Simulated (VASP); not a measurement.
Computed with PBE GGA, VASP's PBE PAW potentials (set 64) (plane waves; VASP).

VASP ran on this input.

POSCAR:
```
Pb
1.0
  0.0000000000   2.5098870452   2.5098870452
  2.5098870452   0.0000000000   2.5098870452
  2.5098870452   2.5098870452   0.0000000000
Pb
1
Cartesian
  0.0000000000   0.0000000000   0.0000000000
```

File KPOINTS:
```
Automatic mesh
0
Gamma
11 11 11
0 0 0
```

### INCAR
```
SYSTEM = Pb
PREC = Accurate; ENCUT = 480; LREAL = .FALSE.
LASPH = .TRUE.
EDIFF = 1E-6; NELM = 100; ALGO = Normal
LMAXMIX = 4
ISMEAR = 1; SIGMA = 0.1
GGA = PE
IBRION = 2; NSW = 60; ISIF = 3
EDIFFG = -0.01
LWAVE = .FALSE.; LCHARG = .FALSE.
```

POTCAR, in this order: Pb (PBE.64 set). Program: vasp_std.

The run wrote:

OSZICAR:
```
       N       E                     dE             d eps       ncg     rms          rms(c)
DAV:   1     0.304412985208E+01    0.30441E+01   -0.14191E+03   672   0.473E+02
DAV:   2    -0.346933419060E+01   -0.65135E+01   -0.62386E+01   978   0.454E+01
DAV:   3    -0.358289129286E+01   -0.11356E+00   -0.11340E+00   732   0.645E+00
DAV:   4    -0.358324832464E+01   -0.35703E-03   -0.35703E-03   978   0.459E-01
DAV:   5    -0.358324959742E+01   -0.12728E-05   -0.12726E-05   798   0.191E-02    0.436E+00
DAV:   6    -0.357788571926E+01    0.53639E-02   -0.18361E-03   822   0.215E-01    0.268E+00
DAV:   7    -0.357476045792E+01    0.31253E-02   -0.52908E-03   744   0.367E-01    0.191E-01
DAV:   8    -0.357482690667E+01   -0.66449E-04   -0.90848E-05   852   0.675E-02    0.236E-02
DAV:   9    -0.357482708311E+01   -0.17644E-06   -0.16313E-06   852   0.809E-03
   1 F= -.35748271E+01 E0= -.35748291E+01  d E =-.357483E+01
```

**OUTCAR**
```
------------------------ aborting loop because EDIFF is reached ----------------------------------------
  FORCE on cell =-STRESS in cart. coord.  units (eV):
  Direction    XX          YY          ZZ          XY          YZ          ZX
  --------------------------------------------------------------------------------------
  Total        0.0026244      0.0026244      0.0026244      0.0000000     -0.0000000     -0.0000000
  in kB        0.1329663      0.1329663      0.1329663      0.0000000     -0.0000000     -0.0000000
  external PRESSURE =       0.1329663 kB  Pullay stress =       0.0000000 kB
  volume of cell :       31.62
      direct lattice vectors                 reciprocal lattice vectors
     0.000000000  2.509887045  2.509887045    -0.199212152  0.199212152  0.199212152
     2.509887045  0.000000000  2.509887045     0.199212152 -0.199212152  0.199212152
     2.509887045  2.509887045  0.000000000     0.199212152  0.199212152 -0.199212152
 POSITION                                       TOTAL-FORCE (eV/Angst)
 -----------------------------------------------------------------------------------
      0.00000      0.00000      0.00000         0.000000      0.000000      0.000000
 -----------------------------------------------------------------------------------
    total drift:                                0.000000     -0.000000     -0.000000
  FREE ENERGIE OF THE ION-ELECTRON SYSTEM (eV)
  ---------------------------------------------------
  free  energy   TOTEN  =        -3.5748270831 eV

  energy  without entropy=       -3.5748329882  energy(sigma->0) =       -3.57482905

 reached required accuracy - stopping structural energy minimisation
```
(Selected blocks of OUTCAR.)

The compound is Pb in the fcc structure. It was relaxed first. The start is the result of an earlier pass.
